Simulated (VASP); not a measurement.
Input:

```yaml
crystal:
  lattice:
    - [0.00000, 2.99506, 2.99506]
    - [2.99506, 0.00000, 2.99506]
    - [2.99506, 2.99506, 0.00000]
  atoms:
    - { symbol: Pb, position: [0.00000, 0.00000, 0.00000] }
    - { symbol: F, position: [0.25000, 0.25000, 0.25000] }
    - { symbol: F, position: [0.75000, 0.75000, 0.75000] }
```

Computed with PBE GGA with D4 dispersion, VASP's PBE PAW potentials (set 64) (plane waves; VASP). Settings: 520 eV cut-off, Gaussian smearing of 0.050 eV, potentials Pb_d F.

Unless said otherwise, spin-orbit coupling is left out, though it shifts the bands of the heavy elements here.

### Question
Give the energies of bands 8 to 17 at the high-symmetry points, in eV from the valence-band maximum.

### Answer

```csv
band,Γ,X,U,L,W
8,-4.64,-6.23,-6.16,-5.77,-6.19
9,-2.27,-3.29,-3.24,-2.78,-3.46
10,-2.27,-3.29,-3.07,-2.45,-2.46
11,-2.27,-1.39,-1.87,-2.45,-2.46
12,-1.78,-1.39,-1.53,-1.95,-1.44
13,-1.78,-1.38,-1.39,-1.95,-1.33
14,-1.78,-0.14,-0.03,-0.01,0.00
15,6.74,4.42,5.29,5.03,6.01
16,6.74,7.78,6.62,7.57,6.01
17,6.74,7.78,7.77,7.57,7.43
```

The gap is indirect, 4.42 eV, from the valence maximum at W to the conduction minimum at X.

The compound is PbF2 in the fluorite structure, the β form. It was relaxed first.
